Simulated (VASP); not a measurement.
Level of theory: optB88-vdW, VASP's PBE PAW potentials (set 64) (plane waves; VASP 6.6.1).

Input for VASP

### INCAR
```
SYSTEM = SnSe2
PREC = Accurate
ENCUT = 520
EDIFF = 1E-7
NELM = 100
ALGO = Normal
LREAL = .FALSE.
LASPH = .TRUE.
ISMEAR = -5
GGA = BO
PARAM1 = 0.1833333333
PARAM2 = 0.22
LUSE_VDW = .TRUE.
AGGAC = 0.0
LMAXMIX = 4
LWAVE = .FALSE.
LCHARG = .TRUE.
LORBIT = 11
NEDOS = 601
ISIF = 2
LEFG = .TRUE.
```

KPOINTS:
```
Automatic mesh
0
Gamma
7 7 4
0 0 0
```

POSCAR:
```
SnSe2
1
    1.9487592867    -3.3753503225    -0.0000000000
    1.9487592867     3.3753503225     0.0000000000
    0.0000000000    -0.0000000000     6.1458860190
Sn Se
1 2
Direct
  0.0000000000   0.0000000000   0.0000000000
  0.3333330000   0.6666670000   0.2605213309
  0.6666670000   0.3333330000   0.7394786691
```

POTCAR, in this order: Sn_d Se (PBE.64 set). Program: vasp_std.

What VASP printed:

### OSZICAR
```
       N       E                     dE             d eps       ncg     rms          rms(c)
DAV:   1     0.206276930195E+03    0.20628E+03   -0.12464E+04   954   0.173E+03
DAV:   2     0.171960507559E+02   -0.18908E+03   -0.18622E+03  1018   0.392E+02
DAV:   3    -0.489085936820E+01   -0.22087E+02   -0.21723E+02  1208   0.124E+02
DAV:   4    -0.556530411328E+01   -0.67444E+00   -0.67354E+00  1155   0.229E+01
DAV:   5    -0.558112258831E+01   -0.15818E-01   -0.15815E-01  1456   0.367E+00    0.431E+00
DAV:   6    -0.530285395775E+01    0.27827E+00   -0.78687E-01  1393   0.839E+00    0.279E+00
DAV:   7    -0.529479566321E+01    0.80583E-02   -0.14947E-01  1094   0.229E+00    0.104E+00
DAV:   8    -0.529613342630E+01   -0.13378E-02   -0.10360E-02  1210   0.989E-01    0.290E-01
DAV:   9    -0.529673447131E+01   -0.60105E-03   -0.15269E-03  1105   0.348E-01    0.797E-02
DAV:  10    -0.529671976005E+01    0.14711E-04   -0.13262E-04  1245   0.923E-02    0.322E-02
DAV:  11    -0.529673938477E+01   -0.19625E-04   -0.37333E-05  1056   0.461E-02    0.135E-02
DAV:  12    -0.529673844118E+01    0.94359E-06   -0.22438E-06  1305   0.119E-02    0.624E-03
DAV:  13    -0.529673822659E+01    0.21459E-06   -0.64781E-07  1033   0.600E-03    0.128E-03
DAV:  14    -0.529673829877E+01   -0.72180E-07   -0.19470E-08   556   0.123E-03
   1 F= -.52967383E+01 E0= -.52967383E+01  d E =0.000000E+00
```

### OUTCAR
```
------------------------ aborting loop because EDIFF is reached ----------------------------------------
  FORCE on cell =-STRESS in cart. coord.  units (eV):
  Direction    XX          YY          ZZ          XY          YZ          ZX
  --------------------------------------------------------------------------------------
  Total       -0.0788619     -0.0788619     -0.0347329      0.0000000      0.0000000      0.0000000
  in kB       -1.5627391     -1.5627393     -0.6882714      0.0000000      0.0000000      0.0000000
  external PRESSURE =      -1.2712499 kB  Pullay stress =       0.0000000 kB
  volume of cell :       80.85
      direct lattice vectors                 reciprocal lattice vectors
     1.948759287 -3.375350323  0.000000000     0.256573505 -0.148132772  0.000000000
     1.948759287  3.375350323  0.000000000     0.256573505  0.148132772  0.000000000
     0.000000000  0.000000000  6.145886019     0.000000000  0.000000000  0.162710470
 POSITION                                       TOTAL-FORCE (eV/Angst)
 -----------------------------------------------------------------------------------
      0.00000      0.00000      0.00000         0.000000      0.000000      0.000000
      1.94876      1.12512      1.60113         0.000000      0.000000      0.005403
      1.94876     -1.12512      4.54475        -0.000000     -0.000000     -0.005403
 -----------------------------------------------------------------------------------
    total drift:                                0.000000      0.000000      0.000000
  FREE ENERGIE OF THE ION-ELECTRON SYSTEM (eV)
  ---------------------------------------------------
  free  energy   TOTEN  =        -5.2967382988 eV

  energy  without entropy=       -5.2967382988  energy(sigma->0) =       -5.29673830

 total charge

# of ion       s       p       d       tot
------------------------------------------
    1        1.081   0.972  10.077  12.130
    2        1.493   2.286   0.024   3.803
    3        1.493   2.286   0.024   3.803
--------------------------------------------------
tot          4.067   5.543  10.125  19.735

 Electric field gradients after diagonalization (V/A^2)
 (convention: |V_zz| > |V_xx| > |V_yy|)
----------------------------------------------------------------------
 ion       V_xx      V_yy      V_zz     asymmetry (V_yy - V_xx)/ V_zz
----------------------------------------------------------------------
   1      -3.284    -3.281     6.565       0.000
   2      32.492    32.491   -64.983       0.000
   3      32.492    32.491   -64.983       0.000
```
(Selected blocks of OUTCAR.)

The compound is SnSe2 in the 1T layered structure. It was relaxed first.
